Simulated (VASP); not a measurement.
All values below come from LDA (Ceperley-Alder, Perdew-Zunger), VASP's LDA PAW potentials (set 64) (plane waves; VASP).

A VASP calculation is set up with these files.

**INCAR**
```
! general
SYSTEM  = LaB6
PREC    = Accurate
ENCUT   = 520
LREAL   = .FALSE.   ! projection in real space or not
LASPH   = .TRUE.

! electronic loop
EDIFF   = 1E-7   ! SCF stop (eV)
NELM    = 100   ! most electronic steps
ALGO    = Normal
LMAXMIX = 6   ! l cut-off of mixed one-centre charges

! smearing
ISMEAR  = -5

! ions
ISIF    = 2   ! forces and stress, cell fixed

! output
LWAVE   = .FALSE.
LCHARG  = .TRUE.
LORBIT  = 11   ! lm-projected
NEDOS   = 601   ! DOS grid

! other
LEFG    = .TRUE.
```

File POSCAR:
```
LaB6
1
    4.0995723776    -0.0000000000     0.0000000000
    0.0000000000     4.0995723776    -0.0000000000
    0.0000000000     0.0000000000     4.0995723776
La B
1 6
Direct
  0.0000000000   0.0000000000   0.0000000000
  0.8002529601   0.5000000000   0.5000000000
  0.5000000000   0.1997470399   0.5000000000
  0.5000000000   0.8002529601   0.5000000000
  0.1997470399   0.5000000000   0.5000000000
  0.5000000000   0.5000000000   0.8002529601
  0.5000000000   0.5000000000   0.1997470399
```

File KPOINTS:
```
K-points
0
gamma
 8 8 8
```

POTCAR, in this order: La B (LDA.64 set). Program: vasp_std.

For a metal the tetrahedron method with Blöchl corrections gives inexact stress and forces.

Problem. Predict the energy per atom (σ→0), band gap (on the k-mesh).

Solution. 
```
Quantity                                                    Result
------------------------  ----------------------------------------
energy per atom (σ→0)                           -749.7 kJ/mol-atom
band gap (on the k-mesh)  none (metal, semimetal or under 0.01 eV)
```

OSZICAR:
```
...
DAV:  10    -0.543904777705E+02    0.27024E-01   -0.23176E-01  2152   0.438E+00    0.959E-02
DAV:  11    -0.543918420708E+02   -0.13643E-02   -0.11643E-02  2064   0.795E-01    0.123E-01
DAV:  12    -0.543914266576E+02    0.41541E-03   -0.19989E-03  2276   0.436E-01    0.649E-02
DAV:  13    -0.543912682399E+02    0.15842E-03   -0.15811E-03  2142   0.376E-01    0.127E-02
DAV:  14    -0.543912630301E+02    0.52098E-05   -0.62667E-05  1998   0.786E-02    0.723E-03
DAV:  15    -0.543912642238E+02   -0.11937E-05   -0.27085E-06  2216   0.134E-02    0.362E-03
DAV:  16    -0.543912642756E+02   -0.51753E-07   -0.62273E-07  1808   0.818E-03
   1 F= -.54391264E+02 E0= -.54391264E+02  d E =0.000000E+00
```

The compound is LaB6 in the cab6 structure. It was relaxed first. The electron count is odd and the run is not spin-polarised, which forces a metal.
